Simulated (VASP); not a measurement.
Wanted: the native input for a VASP 6.6.1 run.

```
Task                   : relaxation of cell and atoms
Functional             : SCAN
Potentials or basis    : VASP PAW PBE potentials, release 64 (Al, Cl)
Cutoff                 : 600 eV
k mesh                 : 8 × 8 × 8
Occupations            : fermi-dirac, width 0.05 eV
Spin                   : no spin polarisation
Further INCAR settings : ALGO = Normal; EDIFF = 1e-06; IBRION = 2; EDIFFG = -0.005; NSW = 40; ISIF = 3
```

The structure of AlCl lies in POSCAR:

```
AlCl
1.0
    0.0000000000      2.8486347600      2.8486347600
    2.8486347600      0.0000000000      2.8486347600
    2.8486347600      2.8486347600      0.0000000000
Al Cl
1 1
Direct
    0.5000000000      0.5000000000      0.5000000000
    0.0000000000      0.0000000000      0.0000000000
```

The cell was built by a generator and needn't be a form met in nature.

These files were run (other wordings do the same):

INCAR

```
PREC = Accurate
ENCUT = 600
EDIFF = 1E-6
ISMEAR = -1
SIGMA = 0.05
LREAL = False
LASPH = True
NELM = 80
ALGO = Normal
ISIF = 3
LWAVE = False
LCHARG = False
METAGGA = SCAN
LMIXTAU = True
IBRION = 2
NSW = 40
EDIFFG = -0.005
```

KPOINTS

```
Automatic mesh
0
Gamma
  8 8 8
```

Potentials or basis: VASP PAW PBE potentials, release 64 (Al, Cl).

Command:

```sh
$ cat potpaw_PBE.64/Al/POTCAR potpaw_PBE.64/Cl/POTCAR > POTCAR
$ mpirun -np 1 vasp_std > vasp.out
```

It gave:

```json
{
 "Relaxed volume": "27.47 Å³/atom",
 "Relaxed cell": "a = 4.267 Å, b = 4.267 Å, c = 4.267 Å, α = 60.00°, β = 60.00°, γ = 60.00°",
 "Space group after relaxing (to 0.05 Å)": "Fm-3m (No. 225)",
 "Energy gained by relaxing": "55.6 meV/atom",
 "Ionic steps": "4",
 "Pressure after relaxing": "0.0 GPa",
 "Band gap on the k mesh": "0.54 eV, direct"
}
```

Caveat: the volume moved by over 15 % at a fixed basis, so the end points are rough; the PAW data sets were made with another functional, which shifts forces and pressure a little.

It took 79 s on 1 thread of Intel(R) Xeon(R) 6975P-C (Granite Rapids), on a shared host, peak memory 0.19 GiB.
